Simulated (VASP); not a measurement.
Computed with r2SCAN meta-GGA, VASP's PBE PAW potentials (set 64) (plane waves; VASP).

VASP ran on this input.

File KPOINTS:
```
Automatic mesh
0
Gamma
11 11 11
```

File POSCAR:
```
MgO
1
   -0.0000000000     1.9745094037     1.9745094037
    1.9745094037     0.0000000000     1.9745094037
    1.9745094037     1.9745094037     0.0000000000
Mg O
1 1
Direct
  0.0000000000   0.0000000000   0.0000000000
  0.5000000000   0.5000000000   0.5000000000
```

INCAR:
```
# general
SYSTEM  = MgO
PREC    = Accurate
ENCUT   = 620   # plane-wave cut-off (eV)
LREAL   = .FALSE.   # projection in real space or not
LASPH   = .TRUE.

# electronic loop
EDIFF   = 1E-6   # SCF stop (eV)
NELM    = 100   # most electronic steps
ALGO    = Normal
LMIXTAU = .TRUE.

# smearing
ISMEAR  = 0
SIGMA   = 0.05   # width (eV)

# functional
METAGGA = R2SCAN

# ions
IBRION  = 2   # conjugate gradients
NSW     = 40   # most ionic steps
ISIF    = 3
EDIFFG  = -0.02
PSTRESS = 450   # kbar

# output
LWAVE   = .FALSE.
LCHARG  = .FALSE.
```

POTCAR, in this order: Mg O (PBE.64 set). Program: vasp_std.

The resulting files:

**OSZICAR**
```
       N       E                     dE             d eps       ncg     rms          rms(c)
DAV:   1     0.113219727253E+02    0.11322E+02   -0.57137E+03  1032   0.108E+03
DAV:   2    -0.190465005224E+02   -0.30368E+02   -0.29657E+02  1016   0.170E+02
DAV:   3    -0.193918507233E+02   -0.34535E+00   -0.34535E+00  1208   0.198E+01
DAV:   4    -0.193923057721E+02   -0.45505E-03   -0.45505E-03  1248   0.646E-01
DAV:   5    -0.193923060088E+02   -0.23664E-06   -0.23664E-06  1176   0.107E-02    0.717E+00
DAV:   6    -0.155521265615E+02    0.38402E+01   -0.42281E+00   896   0.157E+01    0.222E+00
DAV:   7    -0.161403142802E+02   -0.58819E+00   -0.19814E+00   904   0.121E+01    0.208E+00
DAV:   8    -0.156659198780E+02    0.47439E+00   -0.20619E+00   896   0.128E+01    0.173E+00
DAV:   9    -0.157555784230E+02   -0.89659E-01   -0.58767E-01   896   0.651E+00    0.379E-01
DAV:  10    -0.157941243459E+02   -0.38546E-01   -0.36283E-02   920   0.208E+00    0.702E-02
DAV:  11    -0.157937641995E+02    0.36015E-03   -0.11675E-03  1136   0.322E-01    0.706E-02
DAV:  12    -0.157939449336E+02   -0.18073E-03   -0.74448E-04   912   0.323E-01    0.181E-02
DAV:  13    -0.157938539846E+02    0.90949E-04   -0.15202E-04   920   0.196E-01    0.390E-03
DAV:  14    -0.157939555181E+02   -0.10153E-03   -0.23492E-05   968   0.831E-02    0.149E-03
DAV:  15    -0.157939469665E+02    0.85516E-05   -0.25245E-07   696   0.803E-03    0.640E-04
DAV:  16    -0.157939507680E+02   -0.38014E-05   -0.33025E-07   608   0.747E-03    0.265E-04
DAV:  17    -0.157939496101E+02    0.11579E-05   -0.53875E-08   512   0.347E-03    0.732E-05
DAV:  18    -0.157939496320E+02   -0.21847E-07   -0.33981E-09   504   0.758E-04
   1 F= -.11469712E+02 E0= -.11469712E+02  d E =-.114697E+02
```

File OUTCAR:
```
------------------------ aborting loop because EDIFF is reached ----------------------------------------
  FORCE on cell =-STRESS in cart. coord.  units (eV):
  Direction    XX          YY          ZZ          XY          YZ          ZX
  --------------------------------------------------------------------------------------
  Total        4.3066043      4.3066043      4.3066043     -0.0000000      0.0000000      0.0000000
  in kB      448.1650048    448.1650048    448.1650048     -0.0000000      0.0000000      0.0000000
  external PRESSURE =      -1.8349952 kB  Pullay stress =     450.0000000 kB
  volume of cell :       15.40
      direct lattice vectors                 reciprocal lattice vectors
     0.000000000  1.974509404  1.974509404    -0.253227459  0.253227459  0.253227459
     1.974509404  0.000000000  1.974509404     0.253227459 -0.253227459  0.253227459
     1.974509404  1.974509404  0.000000000     0.253227459  0.253227459 -0.253227459
  FREE ENERGIE OF THE ION-ELECTRON SYSTEM (eV)
  ---------------------------------------------------
  free  energy   TOTEN  =       -15.7939496320 eV

  energy  without entropy=      -15.7939496320  energy(sigma->0) =      -15.79394963
  enthalpy is  TOTEN    =       -11.4697120559 eV   P V=        4.3242375761

 reached required accuracy - stopping structural energy minimisation
```
(Selected blocks of OUTCAR.)

OUTCAR:
```
 val. band max:        4.3604268737   @ k =   0.0000   0.0000   0.0000

 cond. band min:      12.1748265457   @ k =   0.0000   0.0000   0.0000


 Fermi energy:         4.6169551688

 k-point     1 :       0.0000    0.0000    0.0000
  band No.  band energies     occupation
      1     -14.9491      2.00000
      2       4.3604      2.00000
      3       4.3604      2.00000
      4       4.3604      2.00000
      5      12.1748      0.00000
      6      22.3204      0.00000
      7      22.3204      0.00000
      8      22.3204      0.00000

 k-point     2 :       0.0909    0.0000    0.0000
  band No.  band energies     occupation
      1     -14.8302      2.00000
      2       3.7838      2.00000
      3       4.2796      2.00000
      4       4.2796      2.00000
      5      12.6839      0.00000
      6      21.1862      0.00000
      7      22.5947      0.00000
      8      22.5947      0.00000

 k-point     3 :       0.1818    0.0000    0.0000
  band No.  band energies     occupation
      1     -14.4955      2.00000
      2       2.4486      2.00000
      3       4.0695      2.00000
      4       4.0695      2.00000
      5      13.7347      0.00000
      6      19.7790      0.00000
      7      23.2697      0.00000
      8      23.2697      0.00000

 k-point     4 :       0.2727    0.0000    0.0000
  band No.  band energies     occupation
      1     -14.0160      2.00000
      2       0.9376      2.00000
      3       3.8077      2.00000
      4       3.8077      2.00000
      5      14.4933      0.00000
      6      19.3436      0.00000
      7      23.8635      0.00000
      8      23.8635      0.00000

 k-point     5 :       0.3636    0.0000    0.0000
  band No.  band energies     occupation
      1     -13.5217      2.00000
      2      -0.3466      2.00000
      3       3.5790      2.00000
      4       3.5790      2.00000
      5      14.6225      0.00000
      6      19.8719      0.00000
      7      23.9970      0.00000
...
```

The compound is MgO in the rock salt structure. It was relaxed first under an external pressure of 45 GPa.
